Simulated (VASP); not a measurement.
Given:

```
BN
1.0
    1.25105    -2.08021     0.00000
    1.25105     2.08021     0.00000
    0.00000     0.00000     6.44813
B N
2 2
Cartesian
  1.25105   0.70069   1.61203
  1.25105  -0.70069   4.83610
  1.25105  -0.70079   1.61203
  1.25105   0.70079   4.83610
```

Calculation: r2SCAN meta-GGA, VASP's PBE PAW potentials (set 64) (plane waves; VASP). Numerical set-up: 600 eV cut-off, 10×10×4 Γ-centred mesh, Gaussian smearing of 0.050 eV, potentials B N.

**Question.** Give the stress tensor in GPa (positive for a compressed cell).

**Answer.** 
```
10.18   0.00   0.00
 0.00  41.30   0.00
 0.00   0.00   2.02
```
The pressure is its mean diagonal, 17.83 GPa.

The compound is BN in the hex structure. This cell was strained or had an atom moved on purpose. Symmetry was kept, so distortions that lower it aren't found.
